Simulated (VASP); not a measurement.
All values below come from PBE GGA, VASP's PBE PAW potentials (set 64) (plane waves; VASP 6.6.1).

VASP ran on this input.

INCAR:
```
# general
SYSTEM      =  Ga35N35Si
PREC        =  Normal
ENCUT       =  400
LREAL       =  Auto   # projection in real space or not
LASPH       =  .TRUE.
ISYM        =  0
NELECT      =  285.0

# electronic loop
EDIFF       =  1E-6   # SCF stop (eV)
NELM        =  100   # most electronic steps
NELMIN      =  4
ALGO        =  Fast   # Davidson, then RMM-DIIS
LMAXMIX     =  4   # l cut-off of mixed one-centre charges

# smearing
ISMEAR      =  0   # Gaussian
SIGMA       =  0.05

# functional
GGA         =  PE

# spin
ISPIN       =  2   # spin-polarised
MAGMOM      =  71*0.0141
NUPDOWN     =  1

# output
LWAVE       =  .TRUE.
LCHARG      =  .FALSE.
LORBIT      =  11   # lm-projected

# other
LHYPERFINE  =  .TRUE.
```

File POSCAR:
```
Ga35N35Si
21.1125680
  0.2305886187  -0.3993911976   0.0000000000
  0.2305886187   0.3993911976   0.0000000000
  0.0000000000   0.0000000000   0.4999999991
Ga N Si
35 35 1
Cartesian
  0.0763831067  -0.0441475866   0.1238690894
  0.0767925342   0.0445134833   0.4990671829
  0.0777828035  -0.0442324623   0.3741882345
  0.0781961038   0.0467007414   0.2469053166
  0.1484710816   0.0914726152   0.1270886418
  0.1535256999   0.1773113100   0.4991005610
  0.1556026432   0.0876166058   0.3731953242
  0.1524335743   0.1752849514   0.2472499974
  0.2299896690   0.2219440670   0.1238546327
  0.2308061585   0.3104891214   0.4993901910
  0.2309346856   0.2210006273   0.3742745755
  0.2311678041   0.3102587099   0.2499541354
  0.1531146104  -0.1772621047   0.1248417971
  0.1537414359  -0.0886162266   0.0002503967
  0.1540572170  -0.1777396437   0.3754577167
  0.1539606167  -0.0875577002   0.2510183103
  0.2295998814  -0.0421114028   0.1260103946
  0.2293296548   0.0449429473   0.0013372690
  0.2321193581  -0.0464236338   0.3761586809
  0.3048948908   0.0882726315   0.1259919751
  0.3072084189   0.1773107013   0.0003081655
  0.3099135088   0.0884466879   0.3761674837
  0.3064840927   0.1766470193   0.2509661936
  0.2286837965  -0.3102736305   0.1240435097
  0.2305170173  -0.2218898776   0.4996247296
  0.2320947115  -0.3107576857   0.3744214582
  0.2293443345  -0.2212981372   0.2502094984
  0.3060878768  -0.1763206394   0.1241761324
  0.3073987572  -0.0886415439   0.0002385064
  0.3081985862  -0.1788055341   0.3745272694
  0.3094611972  -0.0887183999   0.2514095676
  0.3840003508  -0.0443618883   0.1245778417
  0.3841074591   0.0443305707   0.0002202856
  0.3855895345  -0.0451139123   0.3757372770
  0.3852843166   0.0425206593   0.2514092919
  0.0778585767  -0.0430204171   0.2183750142
  0.0745343623   0.0443421355   0.0929679264
  0.0770527031  -0.0441235784   0.4683656312
  0.0786440255   0.0445849045   0.3411848776
  0.1524586883   0.1791486152   0.0931027887
  0.1538437960   0.0885882560   0.4672644924
  0.1544324827   0.1758185731   0.3414028980
  0.2297895127   0.2202530445   0.2183751042
  0.2303313597   0.3106345452   0.0936926577
  0.2304030341   0.2215492383   0.4684663499
  0.2316276999   0.3099932128   0.3436552874
  0.1525415772  -0.1768655297   0.2193249241
  0.1539397240  -0.0881288167   0.0950647904
  0.1533940201  -0.1774302849   0.4695155466
  0.1548135340  -0.0889012522   0.3444843736
  0.2324251869  -0.0374426839   0.2233582844
  0.2264970143   0.0465934886   0.0965313744
  0.2306170858  -0.0437048291   0.4698117141
  0.2349942879   0.0418149057   0.3397436253
  0.3024002504   0.0836680843   0.2233018912
  0.3068888027   0.1768203929   0.0951161679
  0.3067466400   0.0882689938   0.4698225906
  0.3080582599   0.1766501245   0.3444147295
  0.2290905487  -0.3099977426   0.2186808393
  0.2298218371  -0.2215617525   0.0937643963
  0.2304861608  -0.3108065785   0.4685772320
  0.2307851839  -0.2220617408   0.3439767450
  0.3061404792  -0.1766799630   0.2188169853
  0.3058328309  -0.0871399826   0.0949631327
  0.3074923291  -0.1774257345   0.4686358563
  0.3089282991  -0.0898814041   0.3448066271
  0.3853103179  -0.0450354402   0.2188255238
  0.3819380008   0.0447317987   0.0949066784
  0.3843833596  -0.0444352135   0.4696287608
  0.3859489630   0.0436265628   0.3448137484
  0.2351641226   0.0417857090   0.2554237672
```

File KPOINTS:
```
Automatic mesh
0
gamma
 1 1 1
0 0 0
```

POTCAR, in this order: Ga N Si (PBE.64 set). Program: vasp_gam. Read from the step before: WAVECAR.

Output of the run:

File OSZICAR:
```
       N       E                     dE             d eps       ncg     rms          rms(c)
DAV:   1    -0.420198799748E+03   -0.42020E+03   -0.24776E-05   856   0.176E-02    0.654E-03
RMM:   2    -0.420198797416E+03    0.23320E-05   -0.83147E-06   700   0.548E-03    0.210E-03
RMM:   3    -0.420198797573E+03   -0.15784E-06   -0.68226E-06   741   0.381E-03    0.232E-03
RMM:   4    -0.420198797449E+03    0.12396E-06   -0.65277E-07   534   0.167E-03
   1 F= -.42019880E+03 E0= -.42019880E+03  d E =-.240130E-13  mag=     1.0000
```

### OUTCAR
```
------------------------ aborting loop because EDIFF is reached ----------------------------------------
  FORCE on cell =-STRESS in cart. coord.  units (eV):
  Direction    XX          YY          ZZ          XY          YZ          ZX
  --------------------------------------------------------------------------------------
  Total        5.5954499      2.4045963     -0.0502678     -3.0059675     -2.6888242      4.7546015
  in kB       10.3439414      4.4452196     -0.0929268     -5.5569351     -4.9706531      8.7895201
  external PRESSURE =       4.8987447 kB  Pullay stress =       0.0000000 kB
  volume of cell :      866.68
      direct lattice vectors                 reciprocal lattice vectors
     4.868317892 -8.432173817  0.000000000     0.102704879 -0.059296690  0.000000000
     4.868317892  8.432173817  0.000000000     0.102704879  0.059296690  0.000000000
     0.000000000  0.000000000 10.556283981     0.000000000  0.000000000  0.094730305
 POSITION                                       TOTAL-FORCE (eV/Angst)
 -----------------------------------------------------------------------------------
      1.61264     -0.93207      2.61519         0.006226      0.001551     -0.003766
      1.62129      0.93979     10.53659         0.001696      0.007821     -0.016825
      1.64219     -0.93386      7.90007         0.007937     -0.003978     -0.001285
      1.65092      0.98597      5.21281         0.009593     -0.005900      0.001475
      3.13461      1.93122      2.68317        -0.010232      0.004602      0.014494
      3.24132      3.74350     10.53729        -0.008198     -0.004905      0.003903
      3.28517      1.84981      7.87911        -0.002219      0.003243     -0.008132
      3.21826      3.70072      5.22008        -0.004486     -0.015194      0.001760
      4.85567      4.68581      2.61489        -0.011759     -0.008052      0.002192
      4.87291      6.55522     10.54341         0.011779      0.009250      0.005624
      4.87562      4.66589      7.90190        -0.001896      0.001344      0.003985
      4.88055      6.55036      5.27717         0.014326     -0.010686     -0.016625
      3.23264     -3.74246      2.63573         0.000059     -0.004126     -0.000351
      3.24588     -1.87092      0.00529        -0.002613      0.003412     -0.001635
      3.25254     -3.75254      7.92688         0.014645     -0.010835      0.002940
      3.25050     -1.84857      5.29964         0.006847     -0.006487     -0.014394
      4.84744     -0.88908      2.66040        -0.003907      0.000885      0.003444
      4.84174      0.94886      0.02823        -0.001886      0.009316     -0.007427
      4.90064     -0.98012      7.94168        -0.002672      0.013673     -0.000656
      6.43711      1.86366      2.66001        -0.009921      0.000477      0.001267
      6.48596      3.74348      0.00651         0.004536     -0.006736      0.000335
      6.54307      1.86734      7.94186         0.002147     -0.002519     -0.004541
      6.47067      3.72947      5.29854         0.000533     -0.001073     -0.010448
      4.82810     -6.55067      2.61888        -0.011790      0.009663      0.000272
      4.86681     -4.68467     10.54836         0.008979     -0.011976      0.017284
      4.90012     -6.56089      7.90500         0.005299      0.015817     -0.000473
      4.84205     -4.67217      5.28257         0.002627      0.006713      0.001966
      6.46230     -3.72258      2.62168        -0.009849     -0.005168     -0.004811
      6.48998     -1.87145      0.00504        -0.009735     -0.004256      0.017380
      6.50686     -3.77504      7.90723        -0.001747     -0.020367     -0.009390
      6.53352     -1.87307      5.30790         0.004245     -0.007263     -0.006870
      8.10723     -0.93659      2.63016        -0.001163     -0.001840     -0.017473
      8.10949      0.93593      0.00465         0.005031      0.009504      0.002868
      8.14079     -0.95247      7.93278        -0.007159     -0.006236      0.004827
      8.13434      0.89772      5.30790         0.003375      0.000473     -0.003206
      1.64379     -0.90827      4.61046        -0.003431      0.006026      0.007759
      1.57361      0.93618      1.96279        -0.006424      0.003494     -0.000499
      1.62678     -0.93156      9.88840        -0.005814      0.001065      0.003052
      1.66038      0.94130      7.20329         0.015189     -0.003117      0.003594
      3.21879      3.78229      1.96564        -0.012639      0.012923     -0.008410
      3.24804      1.87033      9.86515         0.005828     -0.003454      0.001198
      3.26047      3.71198      7.20789         0.003656     -0.002842      0.004919
      4.85145      4.65011      4.61046         0.014867      0.000437      0.005404
      4.86289      6.55829      1.97809        -0.003492      0.002320     -0.000918
      4.86440      4.67747      9.89053        -0.012300     -0.004295     -0.004858
      4.89026      6.54475      7.25545         0.009036      0.002895      0.021747
      3.22054     -3.73409      4.63051        -0.002189      0.002175      0.007143
      3.25006     -1.86063      2.00706        -0.012352      0.010137      0.002863
      3.23854     -3.74601      9.91268         0.002044      0.001671      0.003559
      3.26851     -1.87693      7.27295         0.002425      0.004426     -0.010225
      4.90709     -0.79051      4.71567        -0.010499     -0.003621     -0.001472
      4.78193      0.98371      2.03803         0.003126     -0.004760     -0.004760
      4.86892     -0.92272      9.91893         0.005381      0.007090     -0.009583
      4.96133      0.88282      7.17286         0.001606     -0.001122      0.013851
      6.38445      1.76645      4.71448         0.000475      0.005761      0.003927
      6.47921      3.73313      2.00815        -0.005017      0.013158      0.000760
      6.47621      1.86359      9.91916        -0.009317     -0.001457     -0.010426
      6.50390      3.72954      7.27148         0.006624     -0.015414      0.004444
      4.83669     -6.54485      4.61691         0.002504      0.001169      0.000756
      4.85213     -4.67774      1.97961        -0.006170      0.002851      0.016577
      4.86615     -6.56193      9.89287         0.006484      0.013994     -0.002822
      4.87247     -4.68829      7.26223         0.001464      0.001428      0.006508
      6.46341     -3.73017      4.61979        -0.007649     -0.008288     -0.004437
      6.45692     -1.83975      2.00492        -0.007447      0.008613      0.000421
      6.49195     -3.74591      9.89411         0.004298     -0.012082      0.001188
      6.52227     -1.89763      7.27975         0.004816     -0.005077     -0.005478
      8.13489     -0.95081      4.61997         0.012105     -0.002177      0.007086
      8.06369      0.94440      2.00372        -0.003616      0.002037      0.003774
      8.11532     -0.93814      9.91507         0.004631     -0.008909     -0.000187
      8.14837      0.92107      7.27990         0.006616      0.003757     -0.013473
      4.96492      0.88220      5.39265        -0.013468      0.009043     -0.000694
 -----------------------------------------------------------------------------------
    total drift:                               -0.029813     -0.070157     -0.104707
  FREE ENERGIE OF THE ION-ELECTRON SYSTEM (eV)
  ---------------------------------------------------
  free  energy   TOTEN  =      -420.1987974495 eV

  energy  without entropy=     -420.1987974495  energy(sigma->0) =     -420.19879745

 total charge

# of ion       s       p       d       tot
------------------------------------------
    1        1.004   1.349   0.360   2.713
    2        1.002   1.348   0.360   2.710
    3        1.000   1.329   0.351   2.680
    4        1.015   1.182   0.267   2.464
    5        1.031   1.202   0.264   2.496
    6        1.002   1.346   0.359   2.706
    7        1.006   1.295   0.339   2.640
    8        1.015   1.184   0.268   2.467
    9        1.004   1.349   0.360   2.713
   10        1.001   1.339   0.355   2.695
   11        1.000   1.330   0.351   2.681
   12        1.002   1.314   0.340   2.655
   13        1.002   1.339   0.355   2.697
...
```
(Selected blocks of OUTCAR.)

At this cut-off the stress carries a Pulay error, which pulls relaxed volumes low. The cell is charged, with a uniform compensating background.  The supercell is sampled at Γ alone, which is coarse: total energies, pressure and levels can be off, energies of defects by several tenths of an eV.

The cell is a supercell with a defect, built from GaN (wurtzite): Si_Ga-vac_N, charge -1.
